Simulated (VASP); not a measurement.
Given:

```xyz
2
Lattice="1.5722 -2.7230 0.0000 1.5722 2.7230 0.0000 0.0000 0.0000 5.0943" Properties=species:S:1:pos:R:3 pbc="T T T"
Zr     1.5722     0.9077     1.2736
Zr     1.5722    -0.9077     3.8207
```

Level of theory: LDA (Ceperley-Alder, Perdew-Zunger), VASP's LDA PAW potentials (set 64) (plane waves; VASP). Run with 500 eV cut-off, 13×13×7 Γ-centred mesh, first-order Methfessel-Paxton smearing of 0.10 eV, potentials Zr_sv.

Energy and stress use the plane-wave basis of the starting cell.

Q: The ions, cell shape and volume at an external pressure of 5.0 GPa are relaxed. Predict the relaxed structure.

A: 
```xyz
2
Lattice="1.5455 -2.6768 0.0000 1.5455 2.6768 0.0000 0.0000 0.0000 5.0315" Properties=species:S:1:pos:R:3 pbc="T T T"
Zr     1.5455     0.8923     1.2579
Zr     1.5455    -0.8923     3.7736
```
Space group P6_3/mmc (194), at a tolerance of 0.03 Å.

Q: How do energy and volume change from the first to the last step?

A: The energy (σ→0) changes by +14.7 meV/atom and the volume by -4.6 %, in 6 ionic steps.

```json
[
 {"step": "1", "E(σ→0) (eV)": "-18.5822", "max force (eV/Å)": "0.000", "pressure (GPa)": "0.00", "volume (Å³)": "43.62"},
 {"step": "2", "E(σ→0) (eV)": "-18.4377", "max force (eV/Å)": "0.000", "pressure (GPa)": "12.13", "volume (Å³)": "39.46"},
 {"step": "3", "E(σ→0) (eV)": "-18.5541", "max force (eV/Å)": "0.000", "pressure (GPa)": "4.92", "volume (Å³)": "41.68"},
 {"step": "4", "E(σ→0) (eV)": "-18.5530", "max force (eV/Å)": "0.000", "pressure (GPa)": "5.02", "volume (Å³)": "41.65"},
 {"step": "5", "E(σ→0) (eV)": "-18.5529", "max force (eV/Å)": "0.000", "pressure (GPa)": "5.02", "volume (Å³)": "41.64"},
 {"step": "6", "E(σ→0) (eV)": "-18.5527", "max force (eV/Å)": "0.000", "pressure (GPa)": "5.03", "volume (Å³)": "41.63"}
]
```

The compound is Zr in the hcp structure. This run relaxes it under an external pressure of 5 GPa. Symmetry was kept, so distortions that lower it aren't found.
